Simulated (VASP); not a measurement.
A convergence study with VASP on GaP (zinc blende): one setting is varied, all else stays as given below, so the limit is that of these other settings.

```yaml
crystal:
  lattice:
    - [0.00000, 2.72500, 2.72500]
    - [2.72500, 0.00000, 2.72500]
    - [2.72500, 2.72500, 0.00000]
  atoms:
    - { symbol: Ga, position: [0.00000, 0.00000, 0.00000] }
    - { symbol: P, position: [0.25000, 0.25000, 0.25000] }
```

The numbers are results of LDA (Ceperley-Alder, Perdew-Zunger), VASP's LDA PAW potentials (set 64) (plane waves; VASP 6.6.1), not measurements. The tightest run used: 550 eV cut-off, 17×17×17 Γ-centred mesh, Gaussian smearing of 0.050 eV, potentials Ga_d P.

| setting | E (eV/atom) | pressure (GPa) | irreducible k-points |
|---|---|---|---|
| 1×1×1 mesh | 3.5005 | 47.37 | 1 |
| 2×2×2 mesh | -4.0563 | 4.08 | 3 |
| 3×3×3 mesh | -4.9544 | -1.12 | 4 |
| 4×4×4 mesh | -5.1446 | -2.23 | 8 |
| 5×5×5 mesh | -5.1964 | -2.52 | 10 |
| 6×6×6 mesh | -5.2125 | -2.60 | 16 |
| 7×7×7 mesh | -5.2181 | -2.62 | 20 |
| 8×8×8 mesh | -5.2202 | -2.62 | 29 |

Question: These are the cheaper rows. Estimate the results at 17×17×17 mesh, and how far the last row shown lies from them.

Answer: 
| quantity | tightest run | last row shown is off by |
|---|---|---|
| E (eV/atom) | -5.2217 | 0.0014 |
| pressure (GPa) | -2.61 | -0.01 |

Left out are rungs that failed or repeat a setting and relaxations that didn't move; long series are thinned to 24 rows.

The compound is GaP in the zinc blende structure. The cell was not relaxed at this level.
